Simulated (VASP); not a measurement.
Here is the system:

```
InPd
1.0
    3.27155     0.00000     0.00000
    0.00000     3.27155     0.00000
    0.00000     0.00000     3.27155
In Pd
1 1
Direct
  0.50000   0.50000   0.50000
  0.00000   0.00000   0.00000
```

Computed with r2SCAN meta-GGA, VASP's PBE PAW potentials (set 64) (plane waves; VASP). Settings: 480 eV cut-off, 10×10×10 Γ-centred mesh, first-order Methfessel-Paxton smearing of 0.10 eV, potentials In_d Pd.

Energy and stress use the plane-wave basis of the starting cell.

Problem. The ions, cell shape and volume at an external pressure of 15.0 GPa are relaxed. Which structure does the run end with?

Solution. 
```
InPd
1.0
    3.17749     0.00000     0.00000
    0.00000     3.17749     0.00000
    0.00000     0.00000     3.17749
In Pd
1 1
Direct
  0.50000   0.50000   0.50000
  0.00000   0.00000   0.00000
```
Space group Pm-3m (221), at a tolerance of 0.03 Å.

Problem. How do energy and volume change from the first to the last step?

Solution. The energy (σ→0) changes by +63.9 meV/atom and the volume by -8.4 %, in 7 ionic steps.

```csv
step,E(σ→0) (eV),max force (eV/Å),pressure (GPa),volume (Å³)
1,-46.6385,0.000,0.26,35.02
2,-45.4976,0.000,61.96,27.47
3,-46.5229,0.000,14.17,32.22
4,-46.5137,0.000,14.78,32.11
5,-46.5084,0.000,15.16,32.06
6,-46.5146,0.000,14.77,32.12
7,-46.5107,0.000,15.01,32.08
```

The compound is PdIn in the CsCl type structure. This run relaxes it under an external pressure of 15 GPa. Symmetry was kept, so distortions that lower it aren't found. The electron count is odd and the run is not spin-polarised, which forces a metal.
